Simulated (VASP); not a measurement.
Energy against volume of Be (hcp). Method: SCAN meta-GGA, VASP's PBE PAW potentials (set 64) (plane waves; VASP 6.6.1). Run with 520 eV cut-off, 18×18×10 Γ-centred mesh, first-order Methfessel-Paxton smearing of 0.10 eV, potentials Be.

Shape and ions are relaxed at each volume.

```json
[
 {"V (Å³/atom)": "7.450", "E (eV/atom)": "-4.34810"},
 {"V (Å³/atom)": "7.688", "E (eV/atom)": "-4.35728"},
 {"V (Å³/atom)": "7.926", "E (eV/atom)": "-4.36012"},
 {"V (Å³/atom)": "8.163", "E (eV/atom)": "-4.35737"}
]
```

**Question.** Fit these four points and predict the energy of the run at 8.401 Å³/atom.

**Answer.** A cubic in V^(−2/3), the third-order Birch-Murnaghan form, passes through the four points with V0 = 7.92 Å³/atom and B0 = 126 GPa, and gives -4.3496 eV/atom there. The run gave -4.3497 eV/atom, -0.1 meV/atom from the fit; all five points give B0 = 125 GPa.

The compound is Be in the hcp structure. It was relaxed first.
